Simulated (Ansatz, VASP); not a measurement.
# Ta in two plane-wave programs

Wanted: the spread between two codes on one cell, functional and k mesh. The cell is taken from a series of runs on this material, whose earlier steps may have relaxed, scaled, displaced or heated it; both programs get it as it stands.

Calculated with Ansatz 0.2.0; plane waves, with VASP 6.6.1 beside it; single point at LDA.

## (1) Starting point

The structure is cubic, space group Im-3m (No. 229). Conventional cell: a = 3.221 Å, b = 3.221 Å, c = 3.221 Å, α = 90.00°, β = 90.00°, γ = 90.00°. Nearest to Ta lie 8 Ta at 2.79 Å.

## (2) VASP: single point, LDA, pair 1

A single point gives forces, pressure and levels at one fixed geometry, so differences don't come from the geometry; what else differs is listed under the comparison.

Lines of VASP's logs that name or quote its potential files are left out, and so is its time.

INCAR reads:

```
SYSTEM = Ta
PREC = Accurate
ENCUT = 500
EDIFF = 1E-06
NELM = 120
ISMEAR = 1
SIGMA = 0.2
LREAL = .FALSE.
ALGO = Normal
GGA = PW92
NBANDS = 11
LASPH = .TRUE.
LORBIT = 11
LWAVE = .FALSE.
LCHARG = .FALSE.
ISIF = 2
GGA_COMPAT = .FALSE.
```

POSCAR reads:

```
Ta
1.0
   -1.6104742571      1.6104742571      1.6104742571
    1.6104742571     -1.6104742571      1.6104742571
    1.6104742571      1.6104742571     -1.6104742571
Ta
1
Direct
    0.0000000000      0.0000000000      0.0000000000
```

KPOINTS reads:

```
Automatic mesh
0
Gamma
20 20 20
0 0 0
```

The projector-augmented-wave data sets are Ta_pv (LDA family, release 64).

Started as:

```console
mpirun -np 1 vasp_std
```

Numbers of over 12 decimals in the logs are rounded to 6 here.

The log of the run:

```text
[banner, memory and clock lines left out]
running    1 mpi-ranks, on    1 nodes
 distrk:  each k-point on    1 cores,    1 groups
 distr:  one band on    1 cores,    1 groups

 POSCAR found type information on POSCAR Ta
 POSCAR found :  1 types and       1 ions
|                                                                             |
|               ----> ADVICE to this user running VASP <----                  |
|                                                                             |
|     You enforced a specific xc type in the INCAR file but a different       |
|     [... a line on the potential file left out ...]
|     I HOPE YOU KNOW WHAT YOU ARE DOING!                                     |
|                                                                             |

 LDA part: xc-table for (Slater(with rela. corr.)+PW92), standard interpolation
 POSCAR, INCAR and KPOINTS ok, starting setup
 FFT: planning ... GRIDC
 FFT: planning ... GRID_SOFT
 FFT: planning ... GRID
 WAVECAR not read
 entering main loop
       N       E                     dE             d eps       ncg     rms          rms(c)
DAV:   1     0.547856353298E+02    0.54786E+02   -0.61421E+03  5632   0.938E+02
DAV:   2    -0.123210188022E+02   -0.67107E+02   -0.65459E+02  6264   0.245E+02
DAV:   3    -0.132441370961E+02   -0.92312E+00   -0.91037E+00  6799   0.274E+01
DAV:   4    -0.132471033259E+02   -0.29662E-02   -0.29658E-02  6254   0.162E+00
DAV:   5    -0.132471132841E+02   -0.99582E-05   -0.99579E-05  6623   0.923E-02    0.153E+01
DAV:   6    -0.129129325190E+02    0.33418E+00   -0.28070E-01  6421   0.569E+00    0.757E+00
DAV:   7    -0.128070668642E+02    0.10587E+00   -0.25273E-01  6415   0.499E+00    0.363E-01
DAV:   8    -0.128053235870E+02    0.17433E-02   -0.72158E-03  6446   0.799E-01    0.904E-02
DAV:   9    -0.128053040406E+02    0.19546E-04   -0.89925E-05  6504   0.954E-02    0.227E-02
DAV:  10    -0.128053035364E+02    0.50422E-06   -0.43661E-06  6397   0.228E-02
   1 F= -.12805304E+02 E0= -.12805512E+02  d E =0.625070E-03
```

From OUTCAR (step 2):

```text
ion  position               nearest neighbor table
   1  0.000  0.000  0.000-

  LATTYP: Found a body centered cubic cell.
 ALAT       =     3.2209485142

 Subroutine GETGRP returns: Found 48 space group operations
 (whereof 48 operations were pure point group operations)

The static configuration has the point symmetry O_h .

 Found    256 irreducible k-points:

   k-points           NKPTS =    256   k-points in BZ     NKDIM =    256   number of bands    NBANDS=     11

   dimension x,y,z NGX =    20 NGY =   20 NGZ =   20
   dimension x,y,z NGXF=    40 NGYF=   40 NGZF=   40

   ENCUT  =  500.0 eV  36.75 Ry    6.06 a.u.   5.09  5.09  5.09*2*pi/ulx,y,z

   NELECT =      11.0000    total number of electrons

 k-points in reciprocal lattice and weights: Automatic mesh
   0.00000000  0.00000000  0.00000000       0.000
   0.05000000  0.00000000  0.00000000       0.002
   0.10000000  0.00000000  0.00000000       0.002
   0.15000000  0.00000000  0.00000000       0.002
   0.20000000  0.00000000  0.00000000       0.002
   0.25000000  0.00000000  0.00000000       0.002
   0.30000000  0.00000000  0.00000000       0.002
   0.35000000  0.00000000  0.00000000       0.002
   0.40000000  0.00000000  0.00000000       0.002
[...]
0.50000000  0.50000000  0.45000000       0.002
   0.50000000  0.50000000  0.50000000       0.000

 average (electrostatic) potential at core
       1 -35.9817

 E-fermi :   6.0269

 k-point     1 :       0.0000    0.0000    0.0000
  band No.  band energies     occupation
      1     -26.5709      2.00000
      2     -26.5709      2.00000
      3     -26.5709      2.00000
      4      -2.0738      2.00000
      5       6.6986     -0.00002
      6       6.6986     -0.00002
      7       6.6986     -0.00002
      8      10.2327      0.00000
      9      10.2327      0.00000
    ...

 k-point     2 :       0.0500    0.0000    0.0000
  band No.  band energies     occupation
      1     -26.6124      2.00000
      2     -26.5833      2.00000
      3     -26.5712      2.00000
      4      -1.9493      2.00000
      5       6.6173     -0.00024
      6       6.6778     -0.00004
      7       6.8201     -0.00000
      8      10.0936      0.00000
      9      10.2320      0.00000
    ...

 k-point     3 :       0.1000    0.0000    0.0000
  band No.  band energies     occupation
      1     -26.7313      2.00000
      2     -26.6192      2.00000
      3     -26.5721      2.00000
      4      -1.5881      2.00000
      5       6.3902     -0.02763
      6       6.5924     -0.00048
      7       7.1816     -0.00000
      8       9.7850     -0.00000
      9      10.2361      0.00000
    ...

  Total        0.8087831      0.8087831      0.8087831      0.0000000      0.0000000     -0.0000000
  in kB       77.5570525     77.5570525     77.5570525      0.0000000      0.0000000     -0.0000000
  external PRESSURE =      77.5570525 kB  Pullay stress =       0.0000000 kB

  energy-cutoff  :      500.00
  volume of cell :       16.71
      direct lattice vectors                 reciprocal lattice vectors
    -1.610474257  1.610474257  1.610474257     0.000000000  0.310467552  0.310467552
     1.610474257 -1.610474257  1.610474257     0.310467552  0.000000000  0.310467552
     1.610474257  1.610474257 -1.610474257     0.310467552  0.310467552  0.000000000

 POSITION                                       TOTAL-FORCE (eV/Angst)
 -----------------------------------------------------------------------------------
      0.00000      0.00000      0.00000        -0.000000      0.000000     -0.000000
 -----------------------------------------------------------------------------------
    total drift:                                0.000000     -0.000000      0.000000

  FREE ENERGIE OF THE ION-ELECTRON SYSTEM (eV)
  ---------------------------------------------------
  free  energy   TOTEN  =       -12.8053035364 eV

  energy  without entropy=      -12.8059286065  energy(sigma->0) =      -12.80551189

 total charge
# of ion       s       p       d       tot
------------------------------------------
    1        0.390   6.180   2.538   9.108

[... 3 further parts left out ...]
```

The run ends at a pressure of 7.76 GPa.

## (3) Ansatz: single point, LDA, pair 1

Ansatz runs on its PAW soft_1 files.

The same cell, functional (in two slightly different forms), mesh and smearing now go to Ansatz, which takes its cutoff from its data sets.

input.yaml reads:

```yaml
crystal:
  lattice:
    - [-1.6104742571, 1.6104742571, 1.6104742571]
    - [1.6104742571, -1.6104742571, 1.6104742571]
    - [1.6104742571, 1.6104742571, -1.6104742571]
  atoms:
    - { symbol: Ta, position: [0.0, 0.0, 0.0] }
kpoints:
  mp_grid: { grid: [20, 20, 20] }
hamiltonian:
  xc: lda
  pseudopotentials: { kind: paw, azcp: { folder: soft_1 }, xc_functional: pbe }
scf:
  occupations: { method: methfessel_paxton, width: 0.2 }
  lower_state_search: "off"
output:
  forces: true
  stress: true
  eigenvalues: true
```

Started as:

```console
ansatz run input.yaml --threads 8 --pin off --max-ram 16384MiB --backend cpu --events-out ev --progress --plain --runs-dir out
```

The log of the run:

```text
Engine: ansatz 0.2.0, aarch64-unknown-linux-gnu
Pseudopotentials: kind: paw
Pseudopotential: Ta, paw, valence charge 13, recommended cutoff 420 eV (normal), soft_1/Ta.paw.azcp
Functional definition: SPW92
  exchange = slater_x
  correlation = pw_c
Crystal: 1 atoms, lattice volume = 16.708 Å³
Basis set: ecut = 420 eV, 321 PW (Γ)
Bands: 11, of which v1, the nominal top of the filled ones, is band 7 counted from 1 (6 counted from 0)
Symmetry: 48 space group operations
Space group: Im-3m (ITA 229), of the structure as read, at distance tolerance 2.6e-5 Å
k-points: 256 of 8000
Non-local potential: Ta, projectors of the file, l = 0: 3, l = 1: 2, l = 2: 2, l = 3: 1
PAW form: soft (Blöchl's): semilocal exchange-correlation on the pseudo side does not see the compensation charge
PAW frozen core: Ta, regenerated for the run's functional, and the local potential with it (the file was generated under x = pbe(κ = 0.804, μ = 0.219515), c = pbe(β = 0.066725))
PAW one-centre angular grid: Ta, 590 points (default); XC on 64 Gauss nodes
Initial density: superposition of atomic densities (chi_scale 0.1, normalization cell)
Initial wavefunctions: pseudopotential atomic-orbital guess
Functional: x = slater, c = lda
SCF iter   1: F=—  HF=-9683.449662 eV  |F-HF|=—  |Δ(HF+E_count)|=         —  Δρ=3.84e-2  dr2=2.39e-1  ethr=3.10e-3  ⟨swp⟩=5.0  Hψ=14466  notcnv=0
preconditioner: auto → none  [metal: Δε(μ)=0.027 eV  Ē_g=9.075 eV  σ=0.200 eV  W_gap=0.11  n_scr=0 (ndim 8)  ℏωp=20.3 eV  f_vac=0.000  D(μ)=1.17/eV (n_scr^D=12)]
SCF iter   2: F=—  HF=-9683.353298 eV  |F-HF|=—  |Δ(HF+E_count)|=   9.64e-2  S|Δr|=    0.00e0  Δρ=1.38e-2  dr2=1.61e-2  ethr=1.84e-3  ⟨swp⟩=2.6  Hψ=6504  notcnv=0  defer=45
SCF iter   3: F=—  HF=-9683.350223 eV  |F-HF|=—  |Δ(HF+E_count)|=   3.07e-3  S|Δr|=    0.00e0  Δρ=3.94e-3  dr2=8.17e-4  ethr=1.24e-4  ⟨swp⟩=2.3  Hψ=3559  notcnv=0  defer=45
SCF iter   4: F=—  HF=-9683.350246 eV  |F-HF|=—  |Δ(HF+E_count)|=   2.24e-5  S|Δr|=    0.00e0  Δρ=9.53e-5  dr2=3.10e-7  ethr=6.28e-6  ⟨swp⟩=1.0  Hψ=2771  notcnv=0  defer=45
SCF iter   5: F=—  HF=-9683.350246 eV  |F-HF|=—  |Δ(HF+E_count)|=   4.57e-7  S|Δr|=    0.00e0  Δρ=2.00e-5  dr2=1.23e-8  ethr=7.69e-10  ⟨swp⟩=6.8  Hψ=14000  notcnv=0
SCF iter   6: F=-9683.350246 eV  HF=-9683.350246 eV  |F-HF|=1.73e-10  |Δ(HF+E_count)|=   3.58e-9  S|Δr|=    0.00e0  Δρ=2.48e-6  dr2=2.56e-10  ethr=9.45e-11  ⟨swp⟩=1.4  Hψ=8316  notcnv=0
SCF 1 converged in 6 iterations: F = -9683.350246 eV  dr2 = 2.56e-10
  greatest PAW one-centre occupation: 0.999 electrons in one spin orbital (limit 2), on the Ta atom at site 0 (counted from 0), in its partial waves of l = 0
SCF converged after 6 iterations
Stability not checked: this state was not tested for a lower state beside it, because cold or Methfessel-Paxton smearing, or corrected tetrahedra, fill the levels in a way that the test cannot read (fill_not_monotonic; see scf.lower_state_search)
Free energy (F): -9683.350246 eV
Harris-Foulkes:  -9683.350246 eV  (|F-HF|=1.73e-10)
Internal energy: -9683.350937 eV  (E = F + TS)
E sigma→0 (E₀):  -9683.350419 eV
Entropy (-TS):   0.000691 eV (0.691 meV/atom)
Fermi energy:    19.765608 eV
--- Per-component energies (eV) ---
  E_band       = -87.670133
  E_kinetic    = 397.238706
  E_local      = -509.554318  (includes V_loc(G=0)·N_el)
  E_nonlocal   = -5.743300
  E_hartree    = 186.891220
  E_xc         = -319.811241
  E_vxc        = -235.701147  (∫ρ·V_xc dr)
  E_paw        = -8057.846559  (= ΣΔE_a)
  E_vpaw       = -107.692489  (= ΣTr[D̂ρ^β])
  E_aug_tail   = 0.000105  (compensation charges beyond the density's cutoff)
  E_ewald      = -1374.784546
  E_core_change = 0.258997  (= ΣΔE_core)
  E_smearing   = 0.000691  (= −TS)
  E_closure    = 0.000000  (closes the sum)
  Σ components = -9683.350246   (vs F -9683.350246, Δ=0.00e0)
--- Forces (eV/Å), atoms counted from 1 ---
  atom   1  Ta    -0.00000000    -0.00000000    -0.00000000
  max |Σ_I F_I| component: 5.34e-32 eV/Å
--- Stress (GPa, compression-positive) ---
        7.008963      -0.000000      -0.000000
        0.000000       7.008963       0.000000
        0.000000       0.000000       7.008963
  P = ⅓ Tr σ = 7.0090 GPa (70.090 kbar)
--- Band table (eV; the first three rows and the last of 256) ---
  k-point 0: bands = [... 3 lower, -12.9159, 11.6306, 20.4534, 20.4534, 20.4534, 23.9868, 23.9868, 34.7628]
  k-point 1: bands = [... 3 lower, -12.9162, 11.7543, 20.3720, 20.4323, 20.5746, 23.8461, 23.9857, 34.8778]
  k-point 2: bands = [... 3 lower, -12.9171, 12.1138, 20.1448, 20.3458, 20.9349, 23.5349, 23.9886, 35.1859]
  k-point 255: bands = [... 3 lower, -13.9575, 15.5051, 15.5051, 27.2096, 27.2096, 27.2096, 29.1516, 29.1516]
```

The run ends at a pressure of 7.01 GPa.

## (4) Side by side

Known differences besides the potentials themselves: the data sets hold 13 valence electrons in Ansatz (on its PAW soft_1 files) and 11 in VASP; the cutoff is 420 eV in Ansatz and 500 eV in VASP; VASP's log shows a relativistic correction to its local exchange, Ansatz's none. Total energies have different zeros and are not compared.

Compared:

```tsv
quantity	Ansatz	VASP	difference
pressure (GPa)	7.01	7.76	-0.75
```

## (5) VASP: single point, LDA, pair 2

With cell and atoms fixed, the geometry can't cause a difference; cores, projectors, grids and the points listed under the comparison can. The cell compared in this pair holds 17.48 Å³, against 16.71 Å³ for the pair before.

INCAR is that of step 2.

POSCAR reads:

```
Ta
1.0
   -1.6350030099      1.6350030099      1.6350030099
    1.6350030099     -1.6350030099      1.6350030099
    1.6350030099      1.6350030099     -1.6350030099
Ta
1
Direct
    0.0000000000      0.0000000000      0.0000000000
```

KPOINTS is that of step 2.

Started as:

```console
mpirun -np 1 vasp_std
```

The log of the run:

```text
[banner, memory and clock lines left out]
running    1 mpi-ranks, on    1 nodes
[...]
[... a notice as in an earlier step ...]

 LDA part: xc-table for (Slater(with rela. corr.)+PW92), standard interpolation
 POSCAR, INCAR and KPOINTS ok, starting setup
[...]
entering main loop
       N       E                     dE             d eps       ncg     rms          rms(c)
DAV:   1     0.545759355059E+02    0.54576E+02   -0.61213E+03  5664   0.929E+02
DAV:   2    -0.123804880445E+02   -0.66956E+02   -0.65404E+02  6346   0.243E+02
DAV:   3    -0.132879562094E+02   -0.90747E+00   -0.89589E+00  6854   0.273E+01
DAV:   4    -0.132909341361E+02   -0.29779E-02   -0.29774E-02  6256   0.165E+00
[...]
DAV:   8    -0.128172654505E+02    0.16259E-02   -0.86024E-03  6590   0.772E-01    0.689E-02
DAV:   9    -0.128172603817E+02    0.50687E-05   -0.59577E-05  6498   0.706E-02    0.217E-02
DAV:  10    -0.128172597839E+02    0.59788E-06   -0.38490E-06  6498   0.218E-02
   1 F= -.12817260E+02 E0= -.12817515E+02  d E =0.767108E-03
```

From OUTCAR (step 5):

```text
  Total       -0.2758850     -0.2758850     -0.2758850     -0.0000000      0.0000000      0.0000000
  in kB      -25.2826731    -25.2826731    -25.2826731     -0.0000000      0.0000000      0.0000000
  external PRESSURE =     -25.2826731 kB  Pullay stress =       0.0000000 kB

 POSITION                                       TOTAL-FORCE (eV/Angst)
 -----------------------------------------------------------------------------------
      0.00000      0.00000      0.00000        -0.000000      0.000000     -0.000000
 -----------------------------------------------------------------------------------
    total drift:                               -0.000000      0.000000      0.000000

  FREE ENERGIE OF THE ION-ELECTRON SYSTEM (eV)
  ---------------------------------------------------
  free  energy   TOTEN  =       -12.8172597839 eV

  energy  without entropy=      -12.8180268919  energy(sigma->0) =      -12.81751549

[... 1 part as in an earlier step ...]

[... 2 further parts left out ...]
[key lines of the parts left out:]
E-fermi :   5.6292
```

The run ends at a pressure of -2.53 GPa.

[end of part 1 of 2]

[Lines on the potential files, build, host, timing and source positions are cut from VASP's logs without a mark.]

[Logs are printed without paths, hosts, clocks, repeated set-up lines and the standing remarks that a program may print on its own settings, such as how far it seeks lower states.]

[Hosts, paths, dates, database ids (printed as entryN), source tags and the programs' standing remarks are cut or masked in the printed files.]
